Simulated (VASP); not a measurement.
Computed with MS2 meta-GGA, VASP's PBE PAW potentials (set 64) (plane waves; VASP).

VASP ran on this input.

**KPOINTS**
```
Automatic mesh
0
gamma
  6 6 6
```

File POSCAR:
```
KZnF3
1
    3.9721827629     0.0000000000     0.0000000000
    0.0000000000     3.9721827629     0.0000000000
    0.0000000000     0.0000000000     3.9721827629
K Zn F
1 1 3
Direct
  0.0000000000   0.0000000000   0.0000000000
  0.5000000000   0.5000000000   0.5000000000
  0.5000000000   0.0000000000   0.5000000000
  0.0000000000   0.5000000000   0.5000000000
  0.5000000000   0.5000000000   0.0000000000
```

**INCAR**
```
ENCUT  =  520   # plane-wave cut-off (eV)
PREC  =  Accurate
NELM  =  100   # most electronic steps
ISIF  =  2
EDIFF  =  1E-7
LREAL  =  F
LASPH  =  T   # aspherical one-centre terms
LMAXMIX  =  4   # l cut-off of mixed one-centre charges
LWAVE  =  F
SYSTEM  =  KZnF3
METAGGA  =  MS2
ALGO  =  Normal   # blocked Davidson
SIGMA  =  0.05   # width (eV)
ISMEAR  =  0   # Gaussian
LCHARG  =  F
LMIXTAU  =  T
```

POTCAR, in this order: K_sv Zn F (PBE.64 set). Program: vasp_std.

Output of the run:

### OSZICAR
```
       N       E                     dE             d eps       ncg     rms          rms(c)
DAV:   1     0.410418829694E+03    0.41042E+03   -0.21603E+04  1000   0.193E+03
DAV:   2    -0.170846782779E+02   -0.42750E+03   -0.41568E+03  1224   0.491E+02
DAV:   3    -0.520003428714E+02   -0.34916E+02   -0.33933E+02  1272   0.151E+02
DAV:   4    -0.528666145985E+02   -0.86627E+00   -0.86082E+00  1520   0.212E+01
DAV:   5    -0.528785065079E+02   -0.11892E-01   -0.11880E-01  1268   0.216E+00    0.118E+01
DAV:   6    -0.391008396765E+02    0.13778E+02   -0.17564E+01  1456   0.578E+01    0.898E+00
DAV:   7    -0.386582694505E+02    0.44257E+00   -0.15638E+01  1449   0.439E+01    0.725E+00
DAV:   8    -0.345555808828E+02    0.41027E+01   -0.81537E+00  1526   0.339E+01    0.409E+00
DAV:   9    -0.355899984112E+02   -0.10344E+01   -0.91883E-01  1161   0.131E+01    0.159E+00
DAV:  10    -0.347714515549E+02    0.81855E+00   -0.95473E-01  1043   0.147E+01    0.109E+00
DAV:  11    -0.347685265427E+02    0.29250E-02   -0.10112E-01  1027   0.318E+00    0.851E-01
DAV:  12    -0.347815771069E+02   -0.13051E-01   -0.55543E-02  1227   0.314E+00    0.586E-01
DAV:  13    -0.347743403880E+02    0.72367E-02   -0.89716E-03  1092   0.105E+00    0.347E-01
DAV:  14    -0.347775405045E+02   -0.32001E-02   -0.12160E-02  1531   0.166E+00    0.228E-01
DAV:  15    -0.347743773757E+02    0.31631E-02   -0.47559E-03  1507   0.105E+00    0.146E-01
DAV:  16    -0.347743925476E+02   -0.15172E-04   -0.47737E-04  1240   0.308E-01    0.616E-02
DAV:  17    -0.347740804297E+02    0.31212E-03   -0.14109E-04  1240   0.181E-01    0.365E-02
DAV:  18    -0.347740329635E+02    0.47466E-04   -0.39868E-05  1088   0.107E-01    0.956E-03
DAV:  19    -0.347740405171E+02   -0.75536E-05   -0.18758E-05  1243   0.724E-02    0.132E-02
DAV:  20    -0.347740379533E+02    0.25638E-05   -0.59021E-06  1258   0.349E-02    0.678E-03
DAV:  21    -0.347740362985E+02    0.16548E-05   -0.10832E-06  1411   0.114E-02    0.282E-03
DAV:  22    -0.347740373310E+02   -0.10325E-05   -0.13728E-07   967   0.468E-03    0.209E-03
DAV:  23    -0.347740371891E+02    0.14194E-06   -0.22841E-07   922   0.990E-03    0.116E-03
DAV:  24    -0.347740369907E+02    0.19837E-06   -0.76713E-08   699   0.303E-03    0.676E-04
DAV:  25    -0.347740366984E+02    0.29228E-06   -0.80201E-09   533   0.110E-03    0.450E-04
DAV:  26    -0.347740365368E+02    0.16165E-06   -0.19951E-09   530   0.788E-04    0.282E-04
DAV:  27    -0.347740363512E+02    0.18558E-06   -0.24548E-09   530   0.526E-04    0.796E-05
DAV:  28    -0.347740364326E+02   -0.81407E-07   -0.60097E-10   528   0.394E-04
   1 F= -.34774036E+02 E0= -.34774036E+02  d E =-.219492E-12
```

OUTCAR:
```
------------------------ aborting loop because EDIFF is reached ----------------------------------------
  FORCE on cell =-STRESS in cart. coord.  units (eV):
  Direction    XX          YY          ZZ          XY          YZ          ZX
  --------------------------------------------------------------------------------------
  Total        2.6867856      2.6867856      2.6867856     -0.0000000      0.0000000     -0.0000000
  in kB       68.6840544     68.6840544     68.6840544     -0.0000000      0.0000000     -0.0000000
  external PRESSURE =      68.6840544 kB  Pullay stress =       0.0000000 kB
  volume of cell :       62.67
      direct lattice vectors                 reciprocal lattice vectors
     3.972182763  0.000000000  0.000000000     0.251750753  0.000000000  0.000000000
     0.000000000  3.972182763  0.000000000     0.000000000  0.251750753  0.000000000
     0.000000000  0.000000000  3.972182763     0.000000000  0.000000000  0.251750753
 POSITION                                       TOTAL-FORCE (eV/Angst)
 -----------------------------------------------------------------------------------
      0.00000      0.00000      0.00000         0.000000      0.000000      0.000000
      1.98609      1.98609      1.98609         0.000000      0.000000      0.000000
      1.98609      0.00000      1.98609         0.000000      0.000000      0.000000
      0.00000      1.98609      1.98609         0.000000      0.000000      0.000000
      1.98609      1.98609      0.00000         0.000000      0.000000      0.000000
 -----------------------------------------------------------------------------------
    total drift:                                0.000000      0.000000     -0.000000
  FREE ENERGIE OF THE ION-ELECTRON SYSTEM (eV)
  ---------------------------------------------------
  free  energy   TOTEN  =       -34.7740364326 eV

  energy  without entropy=      -34.7740364326  energy(sigma->0) =      -34.77403643
```
(Selected blocks of OUTCAR.)

The compound is KZnF3 in the cubic perovskite structure. This cell is one point of a volume scan, at 0.94 of the reference volume.
